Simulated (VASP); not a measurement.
```xyz
8
Lattice="4.7315 0.0000 0.0000 0.0000 4.7315 0.0000 0.0000 0.0000 4.7315" Properties=species:S:1:pos:R:3 pbc="T T T"
Si     0.7681     1.5977     3.1339
Si     3.1339     0.7681     1.5977
Si     3.9634     3.9634     3.9634
Si     1.5977     3.1339     0.7681
Ru     4.1187     2.9786     1.7529
Ru     1.7529     4.1187     2.9786
Ru     0.6128     0.6128     0.6128
Ru     2.9786     1.7529     4.1187
```

The numbers are results of PBE GGA, VASP's PBE PAW potentials (set 64) (plane waves; VASP), not measurements. Settings: 400 eV cut-off, 5×5×5 Γ-centred mesh, tetrahedra with Blöchl corrections, potentials Si Ru_pv.

The cores are frozen, which limits the accuracy of field gradients.

**Question.** Give the principal components of the electric field gradient (V/Å²) and the asymmetry η at each nucleus.

**Answer.** 
| atom | Vxx | Vyy | Vzz | η |
|---|---|---|---|---|
| Si1 | 17.8 | 17.8 | -35.6 | 0.00 |
| Si2 | 17.8 | 17.8 | -35.6 | 0.00 |
| Si3 | 17.8 | 17.8 | -35.6 | 0.00 |
| Si4 | 17.8 | 17.8 | -35.6 | 0.00 |
| Ru5 | -47.8 | -47.8 | 95.7 | 0.00 |
| Ru6 | -47.8 | -47.8 | 95.7 | 0.00 |
| Ru7 | -47.8 | -47.8 | 95.7 | 0.00 |
| Ru8 | -47.8 | -47.8 | 95.7 | 0.00 |

The compound is RuSi in the B20 structure. It was relaxed first.
